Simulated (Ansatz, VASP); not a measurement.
# RbCu4S4 in two plane-wave programs, part 2 of 2

One calculation is typed for both programs; each brings its own data sets and cutoff. How far apart do they land? The cell is invented: Sites of the NaCu4S4 structure (space group 164) filled with other elements, volume scaled by an estimate. It may not be a known or stable phase.

VASP 6.6.1 and Ansatz 0.2.0.

So far: The structure; VASP: relaxation of cell and atoms, PBE.

## (3) Ansatz: relaxation of cell and atoms, PBE

Level of this step: Ansatz beside VASP: Kohn-Sham DFT, plane waves, PBE (Ansatz).

Ansatz runs on its default PAW (the set named soft_2) files.

The same cell, functional, mesh and smearing now go to Ansatz, which takes its cutoff from its data sets.

File input.yaml:

```yaml
crystal:
  lattice:
    - [3.949547, 0.0, 0.0]
    - [-1.974773, 3.420408, 0.0]
    - [0.0, 0.0, 12.544281]
  atoms:
    - { symbol: Rb, position: [0.0, 0.0, 0.5] }
    - { symbol: Cu, position: [0.66666667, 0.33333333, 0.85182584] }
    - { symbol: Cu, position: [0.33333333, 0.66666667, 0.14817416] }
    - { symbol: Cu, position: [0.33333333, 0.66666667, 0.68787611] }
    - { symbol: Cu, position: [0.66666667, 0.33333333, 0.31212389] }
    - { symbol: S, position: [0.0, 0.0, 0.91292467] }
    - { symbol: S, position: [0.0, 0.0, 0.08707533] }
    - { symbol: S, position: [0.66666667, 0.33333333, 0.65851913] }
    - { symbol: S, position: [0.33333333, 0.66666667, 0.34148087] }
hamiltonian:
  xc: pbe
  pseudopotentials: { kind: paw }
kpoints:
  mp_grid: { grid: [7, 7, 2] }
scf:
  occupations: { method: fermi_dirac, width: 0.05 }
relax:
  f_tol: 0.01
  max_steps: 60
  cell: { stress_tol: 0.05 }
output:
  forces: true
  stress: true
  write_density: true
  write_potential: true
  elf: true
  volumetric_format: npy
```

Run with:

```sh
$ ansatz run input.yaml --threads 4 --pin off --max-ram 9216MiB --backend cpu --events-out ev --progress --plain --runs-dir out
```

Numbers of over 12 decimals in the logs are rounded to 6 here.

The program printed:

```text
Engine: ansatz 0.2.0, aarch64-unknown-linux-gnu
Pseudopotentials: kind: paw
Pseudopotential: Rb, paw, valence charge 9, recommended cutoff 420 eV (normal), Rb.paw.azcp
Pseudopotential: Cu, paw, valence charge 19, recommended cutoff 420 eV (normal), Cu.paw.azcp
Pseudopotential: S, paw, valence charge 6, recommended cutoff 420 eV (normal), S.paw.azcp
Functional definition: PBE
  parameter kappa = 0.804
  parameter beta = 0.066725
  exchange = pbe_x(kappa = kappa, mu = beta*pi^2/3)
  correlation = pbe_c(beta = beta)
Crystal: 9 atoms, lattice volume = 169.461 Å³
Basis set: ecut = 420 eV, 3317 PW (Γ), exchange–correlation on 54×54×180 points (8 copies of the dense FFT grid, shifted against one another)
Bands: 66, of which v1, the nominal top of the filled ones, is band 55 counted from 1 (54 counted from 0)
Symmetry: 12 space group operations
Space group: P-3m1 (ITA 164), of the structure as read, at distance tolerance 5.5e-5 Å
k-points: 16 of 98
Non-local potential: Rb, projectors of the file, l = 0: 3, l = 1: 2, l = 2: 2
Non-local potential: Cu, projectors of the file, l = 0: 3, l = 1: 2, l = 2: 3, l = 3: 1
Non-local potential: S, projectors of the file, l = 0: 2, l = 1: 2, l = 2: 2
PAW form: soft (Blöchl's): semilocal exchange-correlation on the pseudo side does not see the compensation charge
PAW one-centre angular grid: Rb, 110 points (default); XC on 64 Gauss nodes
PAW one-centre angular grid: Cu, 590 points (default); XC on 64 Gauss nodes
PAW one-centre angular grid: S, 110 points (default); XC on 64 Gauss nodes
Initial density: superposition of atomic densities (neutral atoms: chi_scale 0, normalization atom), corrected by the library's trained network
Initial wavefunctions: pseudopotential atomic-orbital guess
Functional: x = pbe(κ = 0.804, μ = 0.219515), c = pbe(β = 0.066725)
SCF iter   1: F=—  HF=-33378.829586 eV  |F-HF|=—  |Δ(HF+E_count)|=         —  Δρ=8.16e-3  dr2=3.64e-1  ethr=1.77e-3  ⟨swp⟩=6.4  Hψ=4145  notcnv=0  defer=17
preconditioner: auto → LDOS  [metal: Δε(μ)=0.028 eV  Ē_g=8.775 eV  σ=0.050 eV  W_gap=0.14  n_scr=52 (ndim 8)  ℏωp=24.7 eV  f_vac=0.044  D(μ)=3.63/eV (n_scr^D=24)  β→1.0]
SCF iter   2: F=—  HF=-33378.807926 eV  |F-HF|=—  |Δ(HF+E_count)|=   2.17e-2  Δρ=2.97e-3  dr2=2.23e-2  ethr=3.34e-4  ⟨swp⟩=2.1  Hψ=1333  notcnv=0  defer=65
SCF iter   3: F=—  HF=-33378.809301 eV  |F-HF|=—  |Δ(HF+E_count)|=   1.37e-3  Δρ=2.86e-3  dr2=1.10e-2  ethr=2.04e-5  ⟨swp⟩=2.0  Hψ=1654  notcnv=0  defer=65
SCF iter   4: F=—  HF=-33378.806572 eV  |F-HF|=—  |Δ(HF+E_count)|=   2.73e-3  Δρ=4.03e-4  dr2=4.67e-4  ethr=1.01e-5  ⟨swp⟩=2.0  Hψ=1479  notcnv=0  defer=65
SCF iter   5: F=—  HF=-33378.806557 eV  |F-HF|=—  |Δ(HF+E_count)|=   1.52e-5  Δρ=1.62e-4  dr2=2.90e-5  ethr=4.28e-7  ⟨swp⟩=2.0  Hψ=1428  notcnv=0  defer=65
SCF iter   6: F=—  HF=-33378.806577 eV  |F-HF|=—  |Δ(HF+E_count)|=   2.02e-5  Δρ=5.47e-5  dr2=3.91e-6  ethr=2.66e-8  ⟨swp⟩=2.0  Hψ=1413  notcnv=0  defer=65
SCF iter   7: F=—  HF=-33378.806578 eV  |F-HF|=—  |Δ(HF+E_count)|=   8.26e-7  Δρ=3.05e-5  dr2=1.32e-6  ethr=3.58e-9  ⟨swp⟩=2.1  Hψ=1345  notcnv=0  defer=65
SCF iter   8: F=—  HF=-33378.806578 eV  |F-HF|=—  |Δ(HF+E_count)|=   1.06e-7  Δρ=1.12e-5  dr2=2.35e-7  ethr=1.21e-9  ⟨swp⟩=2.7  Hψ=1378  notcnv=0  defer=65
SCF iter   9: F=-33378.806578 eV  HF=-33378.806578 eV  |F-HF|=2.63e-8  |Δ(HF+E_count)|=   4.79e-9  Δρ=4.48e-6  dr2=2.77e-8  ethr=9.17e-11  ⟨swp⟩=8.0  Hψ=6443  notcnv=0
SCF 1 converged in 9 iterations: F = -33378.806578 eV  dr2 = 2.77e-8
  greatest PAW one-centre occupation: 1.000 electrons in one spin orbital (limit 2), on the Cu atom at site 2 (counted from 0), in its partial waves of l = 0
relax step   1: F+E_penalty+E_count = -33378.80657751 eV  Δ(F+E_penalty+E_count) = +0.000e0 eV  max|allowed force component| = 1.610e0 eV/Å  Δτ_max = 0.0000 Å  P = -0.622 GPa  Ω = 169.461 Å³  (9 SCF iters, dr2 threshold 1.00e-7 eV, accepted)
[...]
relax step   2: F+E_penalty+E_count = -33379.39484820 eV  Δ(F+E_penalty+E_count) = -5.883e-1 eV  max|allowed force component| = 6.873e-1 eV/Å  Δτ_max = 0.1948 Å  P = -1.508 GPa  Ω = 172.504 Å³  energy of the carried Pulay correction = -7.668e-4 eV  (9 SCF iters, dr2 threshold 9.00e-7 eV, accepted)
[...]
relax step   3: F+E_penalty+E_count = -33379.59874301 eV  Δ(F+E_penalty+E_count) = -2.039e-1 eV  max|allowed force component| = 1.173e-1 eV/Å  Δτ_max = 0.1696 Å  P = +0.212 GPa  Ω = 170.082 Å³  energy of the carried Pulay correction = -1.576e-4 eV  (9 SCF iters, dr2 threshold 9.00e-7 eV, accepted)
[...]
relax step   4: F+E_penalty+E_count = -33379.62390572 eV  Δ(F+E_penalty+E_count) = -2.516e-2 eV  max|allowed force component| = 2.855e-2 eV/Å  Δτ_max = 0.0228 Å  P = +0.026 GPa  Ω = 171.102 Å³  energy of the carried Pulay correction = -4.152e-4 eV  (8 SCF iters, dr2 threshold 9.00e-7 eV, accepted)
[...]
relax step   5: F+E_penalty+E_count = -33379.62407304 eV  Δ(F+E_penalty+E_count) = -1.673e-4 eV  max|allowed force component| = 1.230e-2 eV/Å  Δτ_max = 0.0034 Å  P = +0.004 GPa  Ω = 171.148 Å³  energy of the carried Pulay correction = -4.268e-4 eV  (6 SCF iters, dr2 threshold 5.09e-8 eV, accepted)
[...]
relax step   6: F+E_penalty+E_count = -33379.62412387 eV  Δ(F+E_penalty+E_count) = -5.083e-5 eV  max|allowed force component| = 4.424e-3 eV/Å  Δτ_max = 0.0026 Å  P = -0.018 GPa  Ω = 171.189 Å³  energy of the carried Pulay correction = -4.370e-4 eV  (7 SCF iters, dr2 threshold 9.45e-9 eV, accepted)
[...]
relax step   7: F+E_penalty+E_count = -33379.62434834 eV  Δ(F+E_penalty+E_count) = -2.245e-4 eV  max|allowed force component| = 4.719e-3 eV/Å  Δτ_max = 0.0000 Å  P = -0.008 GPa  Ω = 171.189 Å³  stress off target by 8.08e-3 GPa  SCF on the basis re-selected at this cell (its energy is not comparable with the rows above)  (11 SCF iters)
basis re-selected at this cell: Δ(F+E_penalty+E_count) = -2.245e-4 eV, ΔP = +0.010 GPa vs the last step (what re-selecting the basis moved, of the pressure what is left beyond the Pulay correction that the steps carried, after the strain that the cell walked since its last selection, with what the two solves' SCF thresholds leave and, on support functions, any second-order correction that the steps lacked; it is no m [...]
SCF converged after 11 iterations
Free energy (F): -33379.624348 eV
Harris-Foulkes:  -33379.624348 eV  (|F-HF|=0.00e0)
Internal energy: -33379.593443 eV  (E = F + TS)
E sigma→0 (E₀):  -33379.608896 eV
Entropy (-TS):   -0.030905 eV (-3.434 meV/atom)
Fermi energy:    8.823448 eV
--- Per-component energies (eV) ---
  E_band       = -2013.789911
  E_kinetic    = 1820.185415
  E_local      = -25841.719720  (includes V_loc(G=0)·N_el)
  E_nonlocal   = 1866.989904
  E_hartree    = 11490.693141
  E_xc         = -874.434316
  E_vxc        = -945.333622  (∫ρ·V_xc dr)
  E_paw        = -11687.741128  (= ΣΔE_a)
  E_vpaw       = -1895.299382  (= ΣTr[D̂ρ^β])
  E_aug_tail   = 0.001186  (compensation charges beyond the density's cutoff)
  E_ewald      = -10153.567926
  E_smearing   = -0.030905  (= −TS)
  E_closure    = -0.000000  (closes the sum)
  Σ components = -33379.624348   (vs F -33379.624348, Δ=0.00e0)
--- Forces (eV/Å), atoms counted from 1 ---
  atom   1  Rb     0.00000000     0.00000000     0.00000000
  atom   2  Cu    -0.00000000     0.00000000    -0.00471946
  atom   3  Cu     0.00000000    -0.00000000     0.00471946
  atom   4  Cu     0.00000000     0.00000000     0.00309828
  atom   5  Cu    -0.00000000    -0.00000000    -0.00309828
  atom   6  S      0.00000000    -0.00000000     0.00136734
  atom   7  S     -0.00000000     0.00000000    -0.00136734
  atom   8  S      0.00000000    -0.00000000     0.00148406
  atom   9  S     -0.00000000     0.00000000    -0.00148406
  max |Σ_I F_I| component: 3.70e-17 eV/Å
--- Stress (GPa, compression-positive) ---
       -0.007817       0.000000       0.000000
       -0.000000      -0.007817      -0.000000
        0.000000      -0.000000      -0.008079
  P = ⅓ Tr σ = -0.0079 GPa (-0.079 kbar)
--- Band table (eV; the first three rows and the last of 16) ---
  k-point 0: bands = [... 51 lower, 9.2152, 9.2152, 9.5060, 9.5060, 10.2254, 10.3957, 10.8285, 11.4584, ... 7 higher]
  k-point 1: bands = [... 51 lower, 9.1697, 9.1697, 9.5210, 9.5210, 9.6051, 10.7399, 11.2583, 11.3549, ... 7 higher]
  k-point 2: bands = [... 51 lower, 8.6833, 8.8763, 8.8855, 9.2897, 10.4882, 10.8061, 11.6284, 12.0925, ... 7 higher]
  k-point 15: bands = [... 51 lower, 7.3056, 7.4847, 7.7768, 8.0203, 10.8521, 11.6925, 11.9689, 13.2887, ... 7 higher]
--- Relaxed structure (6 steps of the walk, 6 accepted, 1 SCFs on fresh bases) ---
  F+E_penalty+E_count = -33379.62434834 eV   max|allowed force component| = 4.719e-3 eV/Å   (the final SCF, on the basis selected at the relaxed cell)
  cell:  # Å, volume = 171.1888 Å³
    - [3.860194, -2.8214424710843987e-7, 0]
    - [-1.930097, 3.343026, 0]
    - [0, 0, 13.265587]
  atoms:
    - { symbol: Rb, position: [0, 0, 0.5] }
    - { symbol: Cu, position: [0.666667, 0.333333, 0.865040] }
    - { symbol: Cu, position: [0.333333, 0.666667, 0.134960] }
    - { symbol: Cu, position: [0.333333, 0.666667, 0.711879] }
    - { symbol: Cu, position: [0.666667, 0.333333, 0.288121] }
    - { symbol: S, position: [0, 0, 0.919865] }
    - { symbol: S, position: [0, 0, 0.080135] }
    - { symbol: S, position: [0.666667, 0.333333, 0.688310] }
    - { symbol: S, position: [0.333333, 0.666667, 0.311690] }
```

Elapsed: 20 s, on 4 threads of Arm Neoverse V2, shared host; peak memory 0.65 GiB; 75 s of CPU time.

## (4) Differences

Known differences besides the potentials themselves: both relaxations stop at a tolerance, which leaves soft axes loose, and VASP keeps its plane-wave basis; the data sets hold 109 valence electrons in Ansatz (default PAW (the set named soft_2) files) and 77 in VASP; the cutoff is 420 eV in Ansatz and 400 eV in VASP; VASP leaves aspherical gradient terms in its spheres out (LASPH is not set), Ansatz keeps them; Ansatz adds a Pulay correction to the stress that steers its cell, VASP none. Total energies have different zeros and are not compared.

Compared:

| quantity | Ansatz | VASP | difference |
| --- | --- | --- | --- |
| volume (Å³) | 171.19 | 171.01 | +0.10 % |
| edge a after relaxation, in the typed setting (Å) | 3.860 | 3.861 | -0.01 % |
| edge c after relaxation, in the typed setting (Å) | 13.266 | 13.249 | +0.12 % |

The walks stopped with -0.01 GPa left in Ansatz and -0.03 GPa in VASP; each walk ends within a tolerance, so the volume difference is uncertain by about these residues over the bulk modulus, most in soft cells.

## (5) Results

| Property | Result |
| --- | --- |
| difference in edge c after relaxation, in the typed setting (relaxation of cell and atoms, PBE) | 0.12 % |

In words: The difference in edge c after relaxation, in the typed setting is 0.12 % (relaxation of cell and atoms, PBE), within the 1.2 % picked in this series as the mark of a large difference, as far as the stopping tolerances let one tell. How closely two codes agree says nothing of how well the functional describes the real material.

[Lines on the potential files, build, host, timing and source positions are cut from VASP's logs without a mark.]

[Logs are printed without paths, hosts, clocks, repeated set-up lines and the standing remarks that a program may print on its own settings, such as how far it seeks lower states.]

[Hosts, paths, dates, database ids (printed as entryN), source tags and the programs' standing remarks are cut or masked in the printed files.]
